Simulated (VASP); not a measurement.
An input for Quantum ESPRESSO's pw.x (written as the equivalent of a VASP run, and not itself run):

```
&CONTROL
  calculation = 'scf'
  pseudo_dir = './pseudo'
  outdir = './out'
  tprnfor = .true.
  tstress = .true.
/
&SYSTEM
  ibrav = 0
  nat = 1
  ntyp = 1
  ecutwfc = 74
  occupations = 'tetrahedra'
  input_dft = 'vdw-df-cx'
/
&ELECTRONS
  conv_thr = 7.3e-09
  electron_maxstep = 100
/
ATOMIC_SPECIES
  Li 6.940 Li.upf
CELL_PARAMETERS angstrom
    -1.7391248    1.7391248    1.7391248
     1.7391248   -1.7391248    1.7391248
     1.7391248    1.7391248   -1.7391248
ATOMIC_POSITIONS crystal
  Li   0.0000000  0.0000000  0.0000000
K_POINTS automatic
  16 16 16 0 0 0
```

Question: Translate this input to VASP (INCAR, KPOINTS, POSCAR, choice of POTCAR).

Answer: Several could match; the one computed here: 
### INCAR
```
SYSTEM = Li
PREC = Accurate
ENCUT = 520
EDIFF = 1E-7
NELM = 100
ALGO = Normal
LREAL = .FALSE.
LASPH = .TRUE.
ISMEAR = -5
GGA = CX
LUSE_VDW = .TRUE.
AGGAC = 0.0
LWAVE = .FALSE.
LCHARG = .TRUE.
LORBIT = 11
NEDOS = 601
ISIF = 2
```

**KPOINTS**
```
Automatic mesh
0
Gamma
16 16 16
0 0 0
```

### POSCAR
```
Li
1
   -1.7391247800     1.7391247800     1.7391247800
    1.7391247800    -1.7391247800     1.7391247800
    1.7391247800     1.7391247800    -1.7391247800
Li
1
Direct
  0.0000000000   0.0000000000   0.0000000000
```

POTCAR, in this order: Li_sv (PBE.64 set). Program: vasp_std.

The two are equivalent in intent, not identical: the potentials are each code's own (VASP's PAW set, PseudoDojo norm-conserving files in pw.x), so ENCUT and ecutwfc are chosen apart and not converted; conv_thr bounds pw.x's estimated SCF error, while EDIFF bounds the energy change between steps.

The compound is Li in the bcc structure. It was relaxed first.
